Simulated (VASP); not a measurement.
Runs of VASP 6.6.1 on Li. The cell holds a sheet with vacuum, 1 atom: a = 2.892 Å, b = 2.892 Å, c = 23.800 Å, α = 90.00°, β = 90.00°, γ = 90.00°. The cell was built by a generator and needn't be a form met in nature.

```tsv
cell	k mesh	gap on the mesh (eV)	work function (eV)
P4/mmm, 199.0 Å³/atom	20 × 20 × 1	none	(a)
P4/mmm, 194.03 Å³/atom	8 × 8 × 1	none	-
P4/mmm, 74.87 Å³/atom	8 × 8 × 1	none	3.73
P4/mmm, 194.03 Å³/atom	20 × 20 × 1	none	3.34
```

Alike in all rows: task single point; level PBE; potentials or basis VASP PAW PBE potentials, release 64 (Li_sv); no spin polarisation; cutoff (eV) 520; smearing gaussian 0.1 eV.

Question: Fill in the values left out.

Answer: (a) 3.33.

Caveats: the cutoff is under 1.25 times the usual one of these potentials, so pressure, stress and relaxed cells hold a basis-set (Pulay) error.

A gap of «none» marks a metal or a gap under the smearing width.
